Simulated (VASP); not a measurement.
OSZICAR of a VASP run on NaHF2 (space group R-3m):

File OSZICAR:
```
       N       E                     dE             d eps       ncg     rms          rms(c)
DAV:   1     0.203015756103E+03    0.20302E+03   -0.12562E+04  1341   0.160E+03
DAV:   2    -0.557556921301E+01   -0.20859E+03   -0.20048E+03  1544   0.435E+02
DAV:   3    -0.186421342237E+02   -0.13067E+02   -0.13050E+02  1649   0.110E+02
DAV:   4    -0.188176175575E+02   -0.17548E+00   -0.17543E+00  1600   0.141E+01
DAV:   5    -0.188209659988E+02   -0.33484E-02   -0.33484E-02  1663   0.173E+00    0.635E+00
DAV:   6    -0.177036118056E+02    0.11174E+01   -0.42715E+00  1467   0.183E+01    0.222E+00
DAV:   7    -0.176893694388E+02    0.14242E-01   -0.58260E-02  1432   0.249E+00    0.135E+00
DAV:   8    -0.176982300501E+02   -0.88606E-02   -0.35217E-02  1432   0.261E+00    0.144E-01
DAV:   9    -0.177004591960E+02   -0.22291E-02   -0.46164E-03  1677   0.625E-01    0.886E-02
DAV:  10    -0.177011857291E+02   -0.72653E-03   -0.65322E-04  1383   0.342E-01    0.162E-02
DAV:  11    -0.177011977651E+02   -0.12036E-04   -0.59170E-05  1831   0.822E-02    0.113E-02
DAV:  12    -0.177012078666E+02   -0.10102E-04   -0.27806E-05  1390   0.520E-02    0.584E-03
DAV:  13    -0.177012076888E+02    0.17780E-06   -0.35964E-06  1803   0.242E-02
   1 F= -.17701208E+02 E0= -.17701208E+02  d E =-.177012E+02
```

**Question.** Which electronic solver shows in the log?

**Answer.** It is blocked Davidson (ALGO = Normal, or the opening steps of other solvers). The INCAR had ALGO = Normal.

**Question.** Can the final energy be trusted as converged?

**Answer.** The run converged. It stopped with EDIFF = 1E-6, NELM = 100, NSW = 60 and EDIFFG = -0.02 after 1 ionic step (PBEsol GGA, plane waves, VASP's PBE PAW potentials (set 64)).

The structure comes from a computed database's NaHF2 entry (R-3m); how it stands against other phases isn't given here. It was relaxed first. The start is the result of an earlier pass.
